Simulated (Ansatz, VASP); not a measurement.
**ScNb2O3: VASP beside Ansatz**

INCAR

```
  PREC = Accurate
  ENCUT = 520
  EDIFF = 1E-6
  ISMEAR = 0
  SIGMA = 0.1
  LREAL = F
  LASPH = T
  NELM = 60
  ALGO = Normal
  ISIF = 2
  LWAVE = F
  LCHARG = T
  GGA = PE
  LELF = T
  LVHAR = T
  NBANDS = 36
```

KPOINTS

```
regular mesh
0
Gamma
  6 6 4
```

The input POSCAR:

```
ScNb2O3
1.0
    3.2960984500      0.0000000000      0.0000000000
    0.0000000000      3.2960984500      0.0000000000
    0.0000000000      0.0000000000      7.2616143500
Sc Nb O
1 2 3
Direct
    0.0000000000      0.0000000000      0.0000000000
    0.0000000000      0.5000000000      0.7315000300
    0.5000000000      0.0000000000      0.2684999700
    0.0000000000      0.5000000000      0.3835000100
    0.5000000000      0.0000000000      0.6164999900
    0.5000000000      0.5000000000      0.0000000000
```

Input for Ansatz:

```yaml
crystal:
  lattice:
    - [3.29609845, 0.0, 0.0]
    - [0.0, 3.29609845, 0.0]
    - [0.0, 0.0, 7.26161435]
  atoms:
    - { symbol: Sc, position: [0.0, 0.0, 0.0] }
    - { symbol: Nb, position: [0.0, 0.5, 0.73150003] }
    - { symbol: Nb, position: [0.5, 0.0, 0.26849997] }
    - { symbol: O, position: [0.0, 0.5, 0.38350001] }
    - { symbol: O, position: [0.5, 0.0, 0.61649999] }
    - { symbol: O, position: [0.5, 0.5, 0.0] }
basis:
  ecutwfc: 420
kpoints:
  mp_grid: { grid: [6, 6, 4] }
hamiltonian:
  xc: pbe
scf:
  occupations: { method: gaussian, width: 0.1 }
  lower_state_search: "off"
output:
  forces: true
  stress: true
  eigenvalues: true
```

Change from the starting cell: species swapped into the Ti2CuSb3 type (P-4m2, No. 115).

Alike in both runs: task single point; functional PBE; k mesh 6 × 6 × 4; occupations gaussian, width 0.1 eV; no spin polarisation.

|  | VASP | Ansatz |
| --- | --- | --- |
| version | VASP 6.6.1 | Ansatz 0.2.0 |
| potentials or method | VASP PAW PBE potentials, release 64 (Sc_sv, Nb_sv, O) | scalar-relativistic, plane waves, PAW |
| plane-wave cutoff (eV) | 520 | 420 |
| valence electrons in the cell | 55 | 55 |

```csv
,VASP,Ansatz,Ansatz less VASP
gap on the k mesh at the Fermi level (eV),none,none,-
pressure (GPa),-16.3,-16.4,-0.07
largest component of the traceless stress (GPa),14.40,14.46,+0.057
rms of the force components (eV/Å),1.676,1.667,-0.0095
```

Atom by atom the forces differ by 0.010 eV/Å (rms over components). A gap of «none» marks a metal or a gap that the smearing closes.

Caveats: so large a pressure means that the cell lies far from this level's equilibrium, or that cutoff or potentials fall short (VASP); an odd number of electrons without spin polarisation forces a metal; a magnetic or distorted state may lie lower.
